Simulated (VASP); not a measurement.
## NaF (Villiaumite): cell size against the level of theory

How close do the usual functionals, with and without dispersion, come to the cell of NaF (Villiaumite)? The levels: LDA, PBEsol, PBE, r2SCAN, PBE + D3(BJ), r2SCAN + rVV10, PBE + D4 and SCAN. LASPH is on for some levels and off for others; the table marks which. The start is a cell from a database of measured crystal structures.

Main program and level: VASP 6.6.1; LDA; plane waves and PAW (Na_pv, F), in the first sound run; inputs show where later runs differ.

Most raw output is cut from this account.

The database entry behind the starting cell differs from later determinations by our own check (0.1 to 0.3 % short, probably kX units), so it need not match the best structure at ambient conditions.

### Step 1. The structure

Before any relaxation, the start is as follows. The structure is cubic, space group Fm-3m (No. 225). Conventional cell: a = 4.620 Å, b = 4.620 Å, c = 4.620 Å, α = 90.00°, β = 90.00°, γ = 90.00°. Na has 6 F at 2.31 Å nearest. Nearest to F lie 6 Na at 2.31 Å. Farther neighbours and most contacts between anions are not listed.

As a file:

```cif
data_structure
_symmetry_space_group_name_H-M 'Fm-3m'
_symmetry_Int_Tables_number 225
_cell_length_a 4.6200
_cell_length_b 4.6200
_cell_length_c 4.6200
_cell_angle_alpha 90.000
_cell_angle_beta 90.000
_cell_angle_gamma 90.000
_cell_volume 98.61
loop_
_atom_site_label
_atom_site_type_symbol
_atom_site_symmetry_multiplicity
_atom_site_Wyckoff_symbol
_atom_site_fract_x
_atom_site_fract_y
_atom_site_fract_z
_atom_site_occupancy
Na1 Na 4 a 0.00000 0.00000 0.00000 1
F1 F 4 b 0.50000 0.00000 0.00000 1
```

### Step 2. Relaxation with LDA

Properties are meant for the cell that this level of theory prefers, so cell and atoms are relaxed first (ISIF = 3) until forces and stress are small; EDIFFG sets the threshold. LDA, the lowest rung, knows the local density alone.

Contents of INCAR:

```
SYSTEM = NaF
PREC = Accurate
ENCUT = 560
EDIFF = 1E-06
NELM = 100
ISMEAR = -1
SIGMA = 0.05
LREAL = .FALSE.
ALGO = Normal
GGA = CA
NBANDS = 13
LORBIT = 11
LWAVE = .FALSE.
LCHARG = .FALSE.
KPAR = 2
IBRION = 2
NSW = 60
ISIF = 3
EDIFFG = -0.01
```

Contents of POSCAR:

```
NaF
1.0
    0.0000000000      2.3100000000      2.3100000000
    2.3100000000      0.0000000000      2.3100000000
    2.3100000000      2.3100000000      0.0000000000
Na F
1 1
Direct
    0.0000000000      0.0000000000      0.0000000000
    0.5000000000      0.5000000000      0.5000000000
```

Contents of KPOINTS:

```
Automatic mesh
0
Gamma
10 10 10
0 0 0
```

The projector-augmented-wave data sets are Na_pv and F (PBE family, release 64).

Run with:

```console
> mpirun -np 2 vasp_std
```

Elapsed: 13 s, on 2 MPI ranks of Intel Xeon 6975P-C (Granite Rapids), shared host; peak memory 0.26 GiB.

The gap is read on the k-mesh alone, so it is an upper bound where the band edges lie off the mesh, and a coarse mesh can show a gap where there is none. The PAW data sets were made with PBE, though LDA sets exist; this is a small mismatch. The run keeps the 48 symmetry operations of its start, so it cannot find a distortion of lower symmetry.

Relaxation path:

```csv
step,energy less that of the first step (eV),largest force (eV/Å),pressure (GPa),volume (Å³)
1,0.0000,0.0000,-3.90,24.65
2,-0.0191,0.0000,-1.70,23.60
3,-0.0231,0.0000,-0.48,23.06
4,-0.0235,0.0000,0.00,22.86
```

```csv
"conventional cell, symmetrised",before,after,change
a (Å),4.620,4.505,-2.5 %
b (Å),4.620,4.505,-2.5 %
c (Å),4.620,4.505,-2.5 %
volume (Å³/atom),12.33,11.43,-7.3 %
```

Final coordinates:

```xyz
2
Lattice="0.0000 2.2525 2.2525 2.2525 0.0000 2.2525 2.2525 2.2525 0.0000" Properties=species:S:1:pos:R:3 pbc="T T T"
Na    0.0000    0.0000    0.0000
F     2.2525    2.2525    2.2525
```

Numbers from this step:

```yaml
electrons: 14
bands: 13
irreducible_k_points: 47
symmetry_operations: 48
free_energy_toten: -9.386 eV
fermi_energy: -1.093 eV
pressure: 0.003416 GPa
metallic_judged_on_the_points_sampled: no
valence_top_at_k: 0, 0, 0
conduction_bottom_at_k: 0, 0, 0
least_direct_gap_at_k: 0, 0, 0
scf_cycles_over_all_ionic_steps: 33
gap_on_the_k_mesh: 6.432 eV
least_direct_gap_on_the_k_mesh: 6.432 eV
```

It ends with forces that vanish by symmetry and a pressure of 0.00 GPa. The volume lies -7.3 % from that of the database's start, part of which can be the thermal and zero-point expansion of its experiment. LDA is known to overbind. The conventional cell has a = 4.505 Å.

### Step 3. Relaxation with PBEsol

This step: PBEsol; plane waves and PAW (Na_pv, F) (VASP 6.6.1).

PBEsol restores the gradient expansion of exchange and is tuned for the cells of solids.

INCAR: that of step 2 with these lines changed.

```diff
@@ -9,3 +9,3 @@
 ALGO = Normal
-GGA = CA
+GGA = PS
 NBANDS = 13
```

POSCAR is that of step 2.

KPOINTS is that of step 2.

Run with:

```console
> mpirun -np 2 vasp_std
```

The job ended after 11 s (2 MPI ranks; peak memory 0.3 GiB).

The PAW data sets were made with PBE, which is usual practice but a small mismatch for other functionals.

Step by step:

```csv
step,energy less that of the first step (eV),largest force (eV/Å),pressure (GPa),volume (Å³)
1,0.0000,0.0000,0.25,24.65
2,-0.0001,0.0000,0.15,24.72
3,-0.0001,0.0000,0.09,24.75
```

```csv
"conventional cell, symmetrised",before,after,change
a (Å),4.620,4.626,+0.1 %
b (Å),4.620,4.626,+0.1 %
c (Å),4.620,4.626,+0.1 %
volume (Å³/atom),12.33,12.37,+0.4 %
```

The relaxed structure:

```xyz
2
Lattice="0.0000 2.3129 2.3129 2.3129 0.0000 2.3129 2.3129 2.3129 0.0000" Properties=species:S:1:pos:R:3 pbc="T T T"
Na    0.0000    0.0000    0.0000
F     2.3129    2.3129    2.3129
```

This step gave:

| Item | Value |
| --- | --- |
| free energy (TOTEN) | -8.769 eV |
| Fermi energy | -1.099 eV |
| pressure | 0.08890 GPa |
| SCF cycles over all ionic steps | 23 |
| gap on the k-mesh | 6.188 eV |
| least direct gap on the k-mesh | 6.188 eV |

It ends at 12.37 Å³/atom, +0.4 % from the start, with 0.09 GPa left. The conventional cell has a = 4.626 Å.

### Step 4. Relaxation with PBE

This step: PBE; plane waves and PAW (Na_pv, F) (VASP 6.6.1).

PBE, the usual starting point, adds the gradient of the density.

INCAR: that of step 3 with these lines changed.

```diff
@@ -9,3 +9,3 @@
 ALGO = Normal
-GGA = PS
+GGA = PE
 NBANDS = 13
```

POSCAR is that of step 3.

KPOINTS is that of step 3.

Run with:

```console
> mpirun -np 2 vasp_std
```

The job ended after 14 s (2 MPI ranks; peak memory 0.3 GiB; 27 s of CPU time).

Relaxation path:

```csv
step,energy less that of the first step (eV),largest force (eV/Å),pressure (GPa),volume (Å³)
1,0.0000,0.0000,2.53,24.65
2,-0.0078,0.0000,0.99,25.35
3,-0.0095,0.0000,0.26,25.75
4,-0.0097,0.0000,0.02,25.90
```

```csv
"conventional cell, symmetrised",before,after,change
a (Å),4.620,4.697,+1.7 %
b (Å),4.620,4.697,+1.7 %
c (Å),4.620,4.697,+1.7 %
volume (Å³/atom),12.33,12.95,+5.1 %
```

Final coordinates:

```
Na F
1.0
     0.00000    2.34837    2.34837
     2.34837    0.00000    2.34837
     2.34837    2.34837    0.00000
Na F
1 1
Direct
  0.00000 0.00000 0.00000
  0.50000 0.50000 0.50000
```

It ends at 12.95 Å³/atom, +5.1 % from the start, with 0.02 GPa left. The conventional cell has a = 4.697 Å.

### Step 5. Relaxation with r2SCAN

This step: r2SCAN; plane waves and PAW (Na_pv, F) (VASP 6.6.1).

r2SCAN adds the kinetic-energy density, costs more than a GGA and is run with LASPH.

INCAR: that of step 4 with these lines changed.

```diff
@@ -9,3 +9,4 @@
 ALGO = Normal
-GGA = PE
+METAGGA = R2SCAN
+LASPH = .TRUE.
 NBANDS = 13
```

POSCAR is that of step 4.

KPOINTS is that of step 4.

Run with:

```console
> mpirun -np 2 vasp_std
```

Elapsed: 70 s, on 2 MPI ranks; peak memory 0.3 GiB.

Relaxation path:

```csv
step,energy less that of the first step (eV),largest force (eV/Å),pressure (GPa),volume (Å³)
1,0.0000,0.0000,-1.55,24.65
2,-0.0031,0.0000,-0.61,24.23
3,-0.0036,0.0000,-0.29,24.08
4,-0.0038,0.0000,0.40,23.79
5,-0.0038,0.0000,-0.01,23.96
```

```csv
"conventional cell, symmetrised",before,after,change
a (Å),4.620,4.576,-0.9 %
b (Å),4.620,4.576,-0.9 %
c (Å),4.620,4.576,-0.9 %
volume (Å³/atom),12.33,11.98,-2.8 %
```

Final coordinates:

```cif
data_structure
_symmetry_space_group_name_H-M 'P 1'
_symmetry_Int_Tables_number 1
_cell_length_a 3.2359
_cell_length_b 3.2359
_cell_length_c 3.2359
_cell_angle_alpha 60.000
_cell_angle_beta 60.000
_cell_angle_gamma 60.000
_cell_volume 23.96
loop_
_atom_site_label
_atom_site_type_symbol
_atom_site_fract_x
_atom_site_fract_y
_atom_site_fract_z
_atom_site_occupancy
Na1 Na 0.00000 0.00000 0.00000 1
F2 F 0.50000 0.50000 0.50000 1
```

It ends at 11.98 Å³/atom, -2.8 % from the start, with -0.01 GPa left. The conventional cell has a = 4.576 Å.

### Step 6. Relaxation with PBE + D3(BJ)

This step: PBE with D3(BJ); plane waves and PAW (Na_pv, F) (VASP 6.6.1).

A dispersion term adds the long-range attraction that semilocal functionals lack. D3 with Becke-Johnson damping keeps a finite attraction at short range.

INCAR: that of step 5 with these lines changed.

```diff
@@ -9,4 +9,4 @@
 ALGO = Normal
-METAGGA = R2SCAN
-LASPH = .TRUE.
+GGA = PE
+IVDW = 12
 NBANDS = 13
```

POSCAR is that of step 5.

KPOINTS is that of step 5.

Run with:

```console
> mpirun -np 2 vasp_std
```

Elapsed: 6.2 s, on 2 MPI ranks; peak memory 0.31 GiB.

It ends at 12.35 Å³/atom, +0.2 % from the start, with 0.08 GPa left. The conventional cell has a = 4.623 Å. Against plain PBE, the dispersion term moves a by -1.6 %.

### Step 7. Relaxation with r2SCAN + rVV10

This step: r2SCAN with rVV10; plane waves and PAW (Na_pv, F) (VASP 6.6.1).

LUSE_VDW switches on a nonlocal correlation term for dispersion.

INCAR: that of step 6 with these lines changed.

```diff
@@ -9,4 +9,8 @@
 ALGO = Normal
-GGA = PE
-IVDW = 12
+METAGGA = R2SCAN
+LUSE_VDW = .TRUE.
+IVDW_NL = 2
+BPARAM = 11.95
+CPARAM = 0.0093
+LASPH = .TRUE.
 NBANDS = 13
```

POSCAR is that of step 6.

KPOINTS is that of step 6.

Run with:

```console
> mpirun -np 2 vasp_std
```

The job ended after 2.8 min (2 MPI ranks; peak memory 0.5 GiB).

It ends at 11.79 Å³/atom, -4.3 % from the start, with 0.00 GPa left. The conventional cell has a = 4.552 Å. Against plain r2SCAN, the dispersion term moves a by -0.5 %.

### Step 8. Relaxation with PBE + D4

This step: PBE with D4; plane waves and PAW (Na_pv, F) (VASP 6.6.1).

D4 lets the coefficients depend on atomic charges too.

INCAR: that of step 7 with these lines changed.

```diff
@@ -9,8 +9,4 @@
 ALGO = Normal
-METAGGA = R2SCAN
-LUSE_VDW = .TRUE.
-IVDW_NL = 2
-BPARAM = 11.95
-CPARAM = 0.0093
-LASPH = .TRUE.
+GGA = PE
+IVDW = 13
 NBANDS = 13
```

POSCAR is that of step 7.

KPOINTS is that of step 7.

Run with:

```console
> mpirun -np 2 vasp_std
```

Run time: 14 s. Hardware: 2 MPI ranks; peak memory 0.29 GiB.

It ends at 12.77 Å³/atom, +3.6 % from the start, with -0.01 GPa left. The conventional cell has a = 4.675 Å. Against plain PBE, the dispersion term moves a by -0.5 %.

### Step 9. Relaxation with SCAN

This step: SCAN; plane waves and PAW (Na_pv, F) (VASP 6.6.1).

SCAN adds the kinetic-energy density; it is numerically more delicate than r2SCAN.

INCAR: that of step 8 with these lines changed.

```diff
@@ -9,4 +9,4 @@
 ALGO = Normal
-GGA = PE
-IVDW = 13
+METAGGA = SCAN
+LASPH = .TRUE.
 NBANDS = 13
```

POSCAR is that of step 8.

KPOINTS is that of step 8.

Run with:

```console
> mpirun -np 2 vasp_std
```

The job ended after 68 s (2 MPI ranks; peak memory 0.3 GiB; 2.2 min of CPU time).

It ends at 11.78 Å³/atom, -4.4 % from the start, with -0.07 GPa left. The conventional cell has a = 4.551 Å.

### Step 10. The cells as a table

This step: relaxed cells at several levels; plane waves and PAW (VASP 6.6.1).

No new run; the numbers come from the runs before.

Lengths are those of the conventional cell; cost is the wall time of each run, as given at its step, times its ranks, without the set-up around it; LASPH differs between rows, which moves results and costs too. Results by level, by row:

```csv
level,volume (Å³/atom),change from the start (%),a (Å),cost (core minutes),LASPH
LDA,11.43,-7.3,4.505,0.447,off
PBEsol,12.37,0.4,4.626,0.353,off
PBE,12.95,5.1,4.697,0.46,off
r2SCAN,11.98,-2.8,4.576,2.33,on
PBE + D3(BJ),12.35,0.2,4.623,0.207,off
r2SCAN + rVV10,11.79,-4.3,4.552,5.57,on
PBE + D4,12.77,3.6,4.675,0.46,off
SCAN,11.78,-4.4,4.551,2.27,on
```

### Step 11. Summary of results

```json
{
 "volume, LDA": "11.43 Å³/atom",
 "volume, PBEsol": "12.37 Å³/atom",
 "volume, PBE": "12.95 Å³/atom",
 "volume, r2SCAN": "11.98 Å³/atom",
 "volume, PBE + D3(BJ)": "12.35 Å³/atom",
 "volume, r2SCAN + rVV10": "11.79 Å³/atom",
 "volume, PBE + D4": "12.77 Å³/atom",
 "volume, SCAN": "11.78 Å³/atom"
}
```

**Reading.** For NaF (Villiaumite) the levels give volumes between 11.43 Å³/atom (LDA) and 12.95 Å³/atom (PBE), a spread of 13.3 %, while the cost of the finished runs spans a factor of 27. Against the volume of the start, a cell from experiment, PBE + D3(BJ) comes nearest (+0.2 %) and LDA lies farthest (-7.3 %); thermal expansion is in that cell alone. Within 2 % of it: PBEsol and PBE + D3(BJ). The costs hold the number of ionic steps as well as the price of the functional. Adding D3(BJ) to PBE changes the volume by -4.6 % (a by -1.6 %). Adding rVV10 to r2SCAN changes the volume by -1.6 % (a by -0.5 %). Adding D4 to PBE changes the volume by -1.4 % (a by -0.5 %). Within 0.02 Å all end in space group Fm-3m; the runs can't lower the symmetry of the start. LASPH is on for some levels and off for others, so differences between them are not the functional's alone. Each is a single relaxation on the plane waves of the start cell, so larger changes of volume carry a basis-set error that was not tested here. Zero-point and thermal expansion are not included.

[Lines on the potential files, build, host, timing and source positions are cut from VASP's logs without a mark.]

[Logs are printed without paths, hosts, clocks, repeated set-up lines and the standing remarks that a program may print on its own settings, such as how far it seeks lower states.]

[Hosts, paths, dates, database ids (printed as entryN), source tags and the programs' standing remarks are cut or masked in the printed files.]

[A measured line is paired with the nearest computed mode of its activity, which favours agreement.]

[In band tables of VASP the shares of atoms and orbitals are scaled to a sum of 1 inside the atoms' spheres.]
